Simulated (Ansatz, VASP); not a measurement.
# Two plane-wave programs on InPtCl3

```
In Pt Cl
1.0
     4.97210    0.00000    0.00000
     0.00000    4.97210    0.00000
     0.00000    0.00000    4.97210
In Pt Cl
1 1 3
Direct
  0.50000 0.50000 0.50000
  0.00000 0.00000 0.00000
  0.00000 0.00000 0.50000
  0.00000 0.50000 0.00000
  0.50000 0.00000 0.00000
```

Change from the starting cell: species swapped into the YbNiH3 type (Pm-3m, No. 221).

Alike in both runs: functional PBE; k mesh 8 × 8 × 8; occupations gaussian, width 0.1 eV; no spin polarisation.

Ansatz relaxed the structure, and its values are those at the end. VASP's run is a single point on that final structure, the one shown.

|  | VASP | Ansatz |
| --- | --- | --- |
| version | VASP 6.6.1 | Ansatz 0.2.0 |
| potentials or method | VASP PAW PBE potentials, release 64 (In_d, Pt, Cl) | scalar-relativistic, plane waves, PAW |
| plane-wave cutoff (eV) | 520 | 420 |
| valence electrons in the cell | 44 | 52 |

|  | VASP | Ansatz | Ansatz less VASP |
| --- | --- | --- | --- |
| gap on the k mesh at the Fermi level (eV) | none | none | - |
| pressure (GPa) | -0.1 | 0.0 | +0.10 |

A gap of «none» marks a metal or a gap that the smearing closes. The two sets of potentials don't hold the same shells in valence.

Spin-orbit coupling is left out, which matters for the levels of Pt.
